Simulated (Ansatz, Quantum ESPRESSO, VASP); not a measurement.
## One structure in several programs: SnPt (P1, 4 atoms in the cell)

Self-consistent single point, at a second geometry (lattice scaled by 0.98). First geometry:

```
CELL_PARAMETERS angstrom
      4.14407     0.00000     0.00000
     -2.07204     3.58887     0.00000
      0.00000     0.00000     5.47558
ATOMIC_POSITIONS crystal
  Sn 0.65688 0.32776 0.74414
  Sn 0.33283 0.67882 0.25132
  Pt 0.99530 0.98717 0.49710
  Pt 0.01498 0.00625 0.00744
```

Shared settings, as Ansatz (a first-principles code) writes them: kpoints.mp_grid.grid = 5 5 4; scf.occupations.method = fermi_dirac; scf.occupations.width = 0.1 eV. Potentials and cutoffs stand in the table.

```csv
code,model,ΔF from the first geometry (meV/atom),pressure (GPa),largest force (eV/Å),cutoff
Quantum ESPRESSO,"LDA (PZ), GBRV 1.5 ultrasoft (LDA) pseudopotentials",-2.1,4.25,1.127,40 Ry
VASP,"LDA (PZ), VASP's LDA PAW potentials (set 64)",2.4,4.72,1.133,300 eV
Ansatz,"LDA (PW92), PAW files made with PBE",-2.1,4.68,1.120,default
```

For Quantum ESPRESSO (by 0.5 GPa) and VASP (by 0.6 GPa) the energy change implies a higher mean pressure, against the two pressures, than for the other programs: a sign of finite-basis (Pulay) stress.

Size of the force on each atom (eV/Å): Sizes of forces hide their directions.

| code | Sn1 | Sn2 | Pt3 | Pt4 |
|---|---|---|---|---|
| Quantum ESPRESSO | 0.545 | 0.808 | 0.949 | 1.127 |
| VASP | 0.547 | 0.813 | 0.953 | 1.133 |
| Ansatz | 0.539 | 0.799 | 0.944 | 1.120 |

On Ansatz's run: spin-orbit coupling is off. Spin polarisation is off.

The spread over the programs that give each value: ΔF from the first geometry within 4.5 meV/atom; pressure within 0.47 GPa; largest force within 0.013 eV/Å.

Ansatz's pressure is given at a fixed set of plane waves, as the other plane-wave codes print theirs. The same LDA comes in different parametrisations, which differ slightly.

VASP's run is marked for a possible Pulay error in its stress at this cutoff; no cutoff test was made.

The starting cell comes from a database of computed structures (which also holds hypothetical and non-ambient phases and stackings), without a prior relaxation at this level. Its atoms were displaced at random from the sites of space group no. 194. For this run, on top of that: lattice scaled by 0.98.

Left out of this page: GPAW, Elk and SIESTA (not drawn, or without a comparable value).

Keys are those of Ansatz 0.2.
